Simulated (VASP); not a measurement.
Given:

```yaml
crystal:
  lattice:
    - [0.00000, 2.67421, 2.67421]
    - [2.67421, 0.00000, 2.67421]
    - [2.67421, 2.67421, 0.00000]
  atoms:
    - { symbol: Si, position: [0.00000, 0.00000, 0.00000] }
    - { symbol: Si, position: [0.25000, 0.25000, 0.25000] }
```

Level of theory: LDA (Ceperley-Alder, Perdew-Zunger), VASP's LDA PAW potentials (set 64) (plane waves; VASP). Numerical set-up: 520 eV cut-off, 8×8×8 Γ-centred mesh, Gaussian smearing of 0.050 eV, potentials Si.

Question: The job: Si (diamond), 2 atoms, LDA, static run, 520 eV, 8×8×8 Γ-centred mesh. Roughly how much core time does it take on a busy server core?

Answer: About 5 core-seconds (one run on a shared machine, a rough figure). It had 29 irreducible k-points, 8 bands, up to 1056 plane waves and 11 electronic steps.

The compound is Si in the diamond structure. This cell is one point of a volume scan, at 0.97 of the reference volume.
